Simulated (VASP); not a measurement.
Input:

```
CELL_PARAMETERS angstrom
      0.00000     1.73813     1.73813
      1.73813     0.00000     1.73813
      1.73813     1.73813     0.00000
ATOMIC_POSITIONS crystal
  Ni 0.00000 0.00000 0.00000
```
Starting moments (μB, in the order of the record's atoms Ni): 0.8.

The numbers are results of r2SCAN meta-GGA, VASP's PBE PAW potentials (set 64) (plane waves; VASP), not measurements. Settings: 480 eV cut-off, 16×16×16 Γ-centred mesh, first-order Methfessel-Paxton smearing of 0.10 eV, potentials Ni.

Each relaxation starts from this cell; other phases were not tried.

Q: The cell is relaxed at 20 GPa. What happens?

A: The volume per atom goes from 10.50 to 9.76 Å³ (-7.0 %), and the cell becomes a = 3.3929 Å, b = 3.3929 Å, c = 3.3929 Å, α = 90.00°, β = 90.00°, γ = 90.00°, space group Fm-3m.

Q: The cell is relaxed at 30 GPa. What happens?

A: The volume per atom goes from 10.50 to 9.46 Å³ (-9.9 %), and the cell becomes a = b = c = 3.358 Å, α = β = γ = 90.00°, space group Fm-3m.

Failed runs are left out, and for metals the shear rows, which the mesh's noise covers.

The compound is Ni in the fcc structure. The spin order is the one that the start imposed; others were not tried in this run.
